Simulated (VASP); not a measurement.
Input of a VASP 6.6.1 run:

Contents of INCAR:

```
PREC = Accurate
ENCUT = 520
EDIFF = 1E-7
ISMEAR = 0
SIGMA = 0.03
LREAL = F
LASPH = T
NELM = 120
ALGO = Normal
ISIF = 3
LWAVE = F
LCHARG = F
GGA = PE
IBRION = 2
NSW = 60
EDIFFG = -0.005
POTIM = 0.3
KPAR = 4
```

Contents of KPOINTS:

```
regular mesh
0
Gamma
  4 4 4
```

Contents of POSCAR:

```
Al2GaP3                                 
1.0
    5.8267873647     -3.3631522878      0.0000000000
    5.8267873647      3.3631522878      0.0000000000
    0.0000000000      0.0000000000      6.3878504292
  Al              Ga              P             
     4     2     6
Direct
     0.4998787524213992    0.1665787476977080    0.9999060012079650
     0.8334212523022921    0.5001212475786007    0.9999060012079650
     0.5001212475786007    0.8334212523022921    0.4999060012079650
     0.1665787476977080    0.4998787524213992    0.4999060012079650
     0.1664797729911801    0.8335202270088200    0.9992515986521854
     0.8335202270088200    0.1664797729911801    0.4992515986521853
     0.5004715392875216    0.8333182248966622    0.1257534066880501
     0.1666817751033379    0.4995284607124784    0.1257534066880501
     0.8327214277586940    0.1672785722413060    0.1243316655557897
     0.4995284607124784    0.1666817751033379    0.6257534066880501
     0.8333182248966622    0.5004715392875216    0.6257534066880501
     0.1672785722413060    0.8327214277586940    0.6243316655557898
```

Potentials or basis: VASP PAW PBE potentials, release 64 (Al, Ga_d, P).

Command:

```bash
$ cat potpaw_PBE.64/Al/POTCAR potpaw_PBE.64/Ga_d/POTCAR potpaw_PBE.64/P/POTCAR > POTCAR
$ mpirun -np 4 vasp_std > vasp.out
```

Q: Estimate the space group after relaxing (to 0.05 Å).

A: Cmc2_1 (No. 36).

Q: Predict the band gap on the k mesh.

A: 1.75 eV, indirect (least direct gap 1.97 eV).

Q: Estimate the relaxed cell.

A: a = 6.729 Å, b = 6.729 Å, c = 6.387 Å, α = 90.00°, β = 90.00°, γ = 59.98°.

Q: What does it give for the relaxed volume?

A: 20.87 Å³/atom.

Final structure:
```cif
data_structure
_symmetry_space_group_name_H-M 'P 1'
_symmetry_Int_Tables_number 1
_cell_length_a 6.7293
_cell_length_b 6.7293
_cell_length_c 6.3869
_cell_angle_alpha 90.000
_cell_angle_beta 90.000
_cell_angle_gamma 59.984
_cell_volume 250.43
loop_
_atom_site_label
_atom_site_type_symbol
_atom_site_fract_x
_atom_site_fract_y
_atom_site_fract_z
_atom_site_occupancy
Al1 Al 0.49971 0.16661 0.00007 1
Al2 Al 0.83339 0.50029 0.00007 1
Al3 Al 0.50029 0.83339 0.50007 1
Al4 Al 0.16661 0.49971 0.50007 1
Ga1 Ga 0.16655 0.83345 0.99898 1
Ga2 Ga 0.83345 0.16655 0.49898 1
P1 P 0.50032 0.83334 0.12585 1
P2 P 0.16666 0.49968 0.12585 1
P3 P 0.83274 0.16726 0.12408 1
P4 P 0.49968 0.16666 0.62585 1
P5 P 0.83334 0.50032 0.62585 1
P6 P 0.16726 0.83274 0.62408 1
```

A k mesh can miss the band edges.
